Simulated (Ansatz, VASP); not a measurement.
**Ni (Ni(110)) in two plane-wave programs**

Wanted: the spread between two codes on one cell, functional and k mesh. The cell is taken from a series of runs on this material, whose earlier steps may have relaxed, scaled, displaced or heated it; both programs get it as it stands.

Main program and level: Ansatz 0.2.0; plane waves, with VASP 6.6.1 beside it; single point at PBE.

## Step 1: Starting point

The cell holds 10 atoms: 10 Ni. Its edges and angles: a = 3.520 Å, b = 2.489 Å, c = 29.201 Å, α = 90.0°, β = 90.0°, γ = 90.0°. Vacuum lies along c.

## Step 2: Ansatz: single point, PBE

Ansatz runs on its default PAW (the set named soft_2) files.

With cell and atoms fixed, the geometry can't cause a difference; cores, projectors, grids and the points listed under the comparison can.

input.yaml reads:

```yaml
crystal:
  lattice:
    - [3.52, 0.0, 0.0]
    - [0.0, 2.4890158698, 0.0]
    - [0.0, 0.0, 29.200571414]
  atoms:
    - { symbol: Ni, position: [0.5, 0.5, 0.3082131467], spin: 0.7 }
    - { symbol: Ni, position: [0.0, 0.0, 0.3508324474], spin: 0.7 }
    - { symbol: Ni, position: [0.5, 0.5, 0.3934517481], spin: 0.7 }
    - { symbol: Ni, position: [0.0, 0.0, 0.4360710489], spin: 0.7 }
    - { symbol: Ni, position: [0.5, 0.5, 0.4786903496], spin: 0.7 }
    - { symbol: Ni, position: [0.0, 0.0, 0.5213096504], spin: 0.7 }
    - { symbol: Ni, position: [0.5, 0.5, 0.5639289511], spin: 0.7 }
    - { symbol: Ni, position: [0.0, 0.0, 0.6065482519], spin: 0.7 }
    - { symbol: Ni, position: [0.5, 0.5, 0.6491675526], spin: 0.7 }
    - { symbol: Ni, position: [0.0, 0.0, 0.6917868533], spin: 0.7 }
magnetization:
  spin_polarized: true
kpoints:
  mp_grid: { grid: [12, 16, 1] }
hamiltonian:
  xc: pbe
scf:
  occupations: { method: fermi_dirac, width: 0.1 }
  convergence: { dr2_threshold: 1.0e-09 }
efield:
  axis: 3
  dipole_correction: true
  ramp_position: 0.97
  ramp_width: 0.06
output:
  write_potential: true
  write_density: true
  volumetric_format: npy
```

The run is started by

```bash
ansatz run input.yaml --threads 4 --pin off --max-ram 6144MiB --backend cpu --events-out ev --progress --plain --runs-dir out
```

Numbers of over 12 decimals in the logs are rounded to 6 here.

The log of the run:

```text
Engine: ansatz 0.2.0, aarch64-unknown-linux-gnu
Pseudopotentials: kind: paw
Pseudopotential: Ni, paw, valence charge 18, recommended cutoff 420 eV (normal), Ni.paw.azcp
Functional definition: PBE
  parameter kappa = 0.804
  parameter beta = 0.066725
  exchange = pbe_x(kappa = kappa, mu = beta*pi^2/3)
  correlation = pbe_c(beta = beta)
Crystal: 10 atoms, lattice volume = 255.836 Å³
Basis set: ecut = 420 eV, 4971 PW (Γ)
Bands: 113, of which v1, the nominal top of the filled ones, is band 90 counted from 1 (89 counted from 0)
Symmetry: 4 space group operations
k-points: 63 of 192
Non-local potential: Ni, projectors of the file, l = 0: 3, l = 1: 2, l = 2: 3, l = 3: 1
PAW form: soft (Blöchl's): semilocal exchange-correlation on the pseudo side does not see the compensation charge
PAW one-centre angular grid: Ni, 590 points (default); XC on 64 Gauss nodes
Initial density: superposition of atomic densities (neutral atoms: chi_scale 0, normalization atom)
Starting moments: Σ|m| = 7 μB on 10 of 10 sites
Initial wavefunctions: pseudopotential atomic-orbital guess
Functional: x = pbe(κ = 0.804, μ = 0.219515), c = pbe(β = 0.066725)
SCF iter   1: F=—  HF=-58386.233466 eV  |F-HF|=—  |Δ(HF+E_count)|=         —  Δρ=4.38e-2 (↑2.38e-2 ↓4.38e-2)  dr2=1.17e1  dr2_m=2.02e0  M=8.389 μB ∫|m|=8.819 μB  β_m=1.00  ethr=3.10e-3  p=-0.000 e·Å  D=-4.09e-16 V/Å  ΔV_dip=0.00 eV  dr2_dipole=1.13e-8  V_vac-E_F(+/−)=7.19/7.19 eV  ⟨swp⟩=8.7  Hψ=65165  notcnv=0  defer=691
Mixer restart at iter 1: flushing history
efield: sawtooth ramp at fractional position 0.9700 (set: `efield.ramp_position`, or a place that a band, a saddle search or an elastic batch's reference lends), width 0.0600; the density the first Hamiltonian is built on has a dipole p = -0.000 e·Å; the dipole correction subtracts the counter field D = -4.09e-16 V/Å, which shifts the + side's vacuum level by +0.00 eV against the − side's; the planar-averaged density in the ramp window peaks in size at 1.1e-5 e/Å³
preconditioner: auto → LDOS  [metal: Δε(μ)=0.002 eV  Ē_g=7.566 eV  σ=0.100 eV  W_gap=0.01  n_scr=66 (ndim 8)  ℏωp=23.2 eV  f_vac=0.524  D(μ)=18.51/eV (n_scr^D=218)]
spin=Collinear: LDOS preconditioning applied to the charge; magnetization (m = ρ↑ − ρ↓) channel mixes plain (no charge-response kernel on spin).
SCF iter   2: F=—  HF=-58386.409715 eV  |F-HF|=—  |Δ(HF+E_count)|=   1.76e-1  Δρ=1.56e-2 (↑1.45e-2 ↓1.56e-2)  dr2=2.20e0  dr2_m=4.12e-2  M=7.875 μB ∫|m|=8.670 μB  β_m=0.30  ethr=3.10e-3  p=0.000 e·Å  D=8.08e-5 V/Å  ΔV_dip=-0.00 eV  dr2_dipole=4.94e-6  V_vac-E_F(+/−)=5.97/5.98 eV  ⟨swp⟩=2.5  Hψ=23672  notcnv=0  defer=1032
density mixer auto → msr1: a metal under ldos (density of states about μ 3.64 of a free-electron gas's, 66 screened modes)
SCF iter   3: F=—  HF=-58389.861378 eV  |F-HF|=—  |Δ(HF+E_count)|=    3.45e0  Δρ=1.03e-2 (↑6.31e-3 ↓1.03e-2)  dr2=5.08e-1  dr2_m=6.74e-2  M=7.678 μB ∫|m|=8.483 μB  β_m=0.46  ethr=1.22e-3  p=0.000 e·Å  D=2.46e-5 V/Å  ΔV_dip=-0.00 eV  dr2_dipole=4.61e-6  V_vac-E_F(+/−)=5.49/5.49 eV  ⟨swp⟩=2.5  Hψ=22681  notcnv=0  defer=1042
SCF iter   4: F=—  HF=-58393.524085 eV  |F-HF|=—  |Δ(HF+E_count)|=    3.66e0  Δρ=1.33e-2 (↑5.68e-3 ↓1.33e-2)  dr2=4.45e-1  dr2_m=8.93e-2  M=7.121 μB ∫|m|=8.006 μB  β_m=0.55  ethr=2.82e-4  p=-0.000 e·Å  D=-1.95e-5 V/Å  ΔV_dip=0.00 eV  dr2_dipole=1.14e-4  V_vac-E_F(+/−)=4.90/4.90 eV  ⟨swp⟩=2.3  Hψ=25054  notcnv=0  defer=1083
SCF iter   5: F=—  HF=-58394.727484 eV  |F-HF|=—  |Δ(HF+E_count)|=    1.20e0  Δρ=4.30e-3 (↑2.93e-3 ↓4.30e-3)  dr2=9.40e-2  dr2_m=8.62e-3  M=6.825 μB ∫|m|=7.693 μB  β_m=0.78  ethr=2.47e-4  p=0.000 e·Å  D=1.72e-4 V/Å  ΔV_dip=-0.01 eV  dr2_dipole=1.97e-5  V_vac-E_F(+/−)=4.75/4.76 eV  ⟨swp⟩=2.2  Hψ=23251  notcnv=0  defer=1117
SCF iter   6: F=—  HF=-58394.929714 eV  |F-HF|=—  |Δ(HF+E_count)|=   2.02e-1  Δρ=4.56e-3 (↑3.38e-3 ↓4.56e-3)  dr2=9.97e-2  dr2_m=1.69e-3  M=6.687 μB ∫|m|=7.584 μB  β_m=0.68  ethr=5.22e-5  p=-0.000 e·Å  D=-1.53e-4 V/Å  ΔV_dip=0.00 eV  dr2_dipole=8.31e-5  V_vac-E_F(+/−)=4.62/4.61 eV  ⟨swp⟩=2.8  Hψ=32896  notcnv=0  defer=1167
SCF iter   7: F=—  HF=-58394.912170 eV  |F-HF|=—  |Δ(HF+E_count)|=   1.75e-2  Δρ=2.26e-3 (↑1.11e-3 ↓2.26e-3)  dr2=1.59e-2  dr2_m=1.54e-3  M=6.642 μB ∫|m|=7.549 μB  β_m=0.56  ethr=5.22e-5  p=0.000 e·Å  D=1.12e-5 V/Å  ΔV_dip=-0.00 eV  dr2_dipole=1.22e-6  V_vac-E_F(+/−)=4.53/4.54 eV  ⟨swp⟩=2.1  Hψ=23883  notcnv=0  defer=1187
SCF iter   8: F=—  HF=-58394.904498 eV  |F-HF|=—  |Δ(HF+E_count)|=   7.67e-3  Δρ=5.53e-4 (↑5.53e-4 ↓4.85e-4)  dr2=1.27e-3  dr2_m=1.23e-4  M=6.639 μB ∫|m|=7.547 μB  β_m=0.67  ethr=8.83e-6  p=0.000 e·Å  D=3.26e-6 V/Å  ΔV_dip=-0.00 eV  dr2_dipole=1.91e-7  V_vac-E_F(+/−)=4.50/4.50 eV  ⟨swp⟩=2.3  Hψ=23497  notcnv=0  defer=1185
[...]
SCF iter  20: F=-58394.907239 eV  HF=-58394.907239 eV  |F-HF|=3.78e-10  |Δ(HF+E_count)|=  4.51e-10  Δρ=3.03e-7 (↑1.02e-7 ↓3.03e-7)  dr2=3.34e-10  dr2_m=2.69e-11  M=6.656 μB ∫|m|=7.565 μB  ethr=1.00e-12  p=0.000 e·Å  D=4.09e-8 V/Å  ΔV_dip=-0.00 eV  dr2_dipole=4.04e-11  V_vac-E_F(+/−)=4.51/4.51 eV  ⟨swp⟩=11.6  Hψ=54379  notcnv=0
SCF 1 converged in 20 iterations: F = -58394.907239 eV  dr2 = 3.34e-10
  greatest PAW one-centre occupation: 1.001 electrons in one spin orbital (limit 2), on the Ni atom at site 9 (counted from 0), in its partial waves of l = 1
WARN: The output density's exchange-correlation potential varies sharply where the density is thin. Do not read a vacuum level from v_tot or v_xc, or from such a field of the output density. On a cell that repeats whose density bears no net charge and no dipole along the vacuum's axis use v_es (v_loc + v_h of the components); under efield.dipole_correction with no amplitude use v_es + v_field, which holds any externa [...]
SCF converged after 20 iterations
Magnetization: 6.6564 μB (93.3282 up, 86.6718 down)
Absolute magnetization: 7.5729 μB (∫|ρ↑−ρ↓|, with the PAW one-centre terms)
Spin contamination: 0.0848 ħ² per cell (⟨S²⟩ above its minimum at these occupations)
Per-site moments (μB) at R_I (Å): [(0.802509, 1.026719), (0.687938, 1.026719), (0.689933, 1.026719), (0.652072, 1.026719), (0.674565, 1.026719), (0.674565, 1.026719), (0.652071, 1.026719), (0.689933, 1.026719), (0.687939, 1.026719), (0.802511, 1.026719)]
Free energy (F): -58394.907239 eV
Harris-Foulkes:  -58394.907239 eV  (|F-HF|=3.78e-10)
Internal energy: -58394.326614 eV  (E = F + TS)
E sigma→0 (E₀):  -58394.616926 eV
Entropy (-TS):   -0.580625 eV (-58.062 meV/atom)
Fermi energy:    5.182004 eV
Dipole field:    D = 0.000008 V/Å  (p = 0.000011 e·Å, saw-weighted, corrected)
Work function:   Φ+ = 4.5077 eV   Φ− = 4.5079 eV
Levels:          The Fermi level and band energies are counted from a zero that moves with the ramp; work functions are not
--- Per-component energies (eV) ---
  E_band       = -5160.245263
  E_kinetic    = 2816.184708
  E_local      = -572884.403802  (includes V_loc(G=0)·N_el)
  E_nonlocal   = 6368.444934
  E_hartree    = 282447.169099
  E_xc         = -841.807252
  E_vxc        = -1084.954374  (∫ρ·V_xc dr)
  E_paw        = -16306.948688  (= ΣΔE_a)
  E_vpaw       = -5269.859803  (= ΣTr[D̂ρ^β])
  E_aug_tail   = 0.005393  (compensation charges beyond the density's cutoff)
  E_efield     = 0.000000  (sawtooth field / dipole correction)
  E_vefield    = 0.000000  (∫n·V_field dr)
  E_ewald      = 240007.028994
  E_smearing   = -0.580625  (= −TS)
  E_closure    = -0.000000  (closes the sum)
  Σ components = -58394.907239   (vs F -58394.907239, Δ=0.00e0)
--- Band table (eV; the first three rows and the last of 126) ---
  k-point 0 ↑: bands = [... 86 lower, 4.2529, 4.2979, 4.4593, 4.4846, 4.5444, 4.5891, 4.6204, 4.6960, ... 19 higher]
  k-point 1 ↑: bands = [... 86 lower, 4.2615, 4.3091, 4.4382, 4.4743, 4.4998, 4.5448, 4.6244, 4.6762, ... 19 higher]
  k-point 2 ↑: bands = [... 86 lower, 4.2433, 4.2481, 4.3987, 4.4312, 4.4315, 4.5235, 4.6582, 4.6953, ... 19 higher]
  k-point 62 ↓: bands = [... 86 lower, 5.4483, 5.4483, 5.5514, 5.5514, 5.7635, 5.7635, 7.0994, 7.0994, ... 19 higher]
```

(Continued in part 2 of 2.)

[Lines on the potential files, build, host, timing and source positions are cut from VASP's logs without a mark.]

[Logs are printed without paths, hosts, clocks, repeated set-up lines and the standing remarks that a program may print on its own settings, such as how far it seeks lower states.]

[Hosts, paths, dates, database ids (printed as entryN), source tags and the programs' standing remarks are cut or masked in the printed files.]
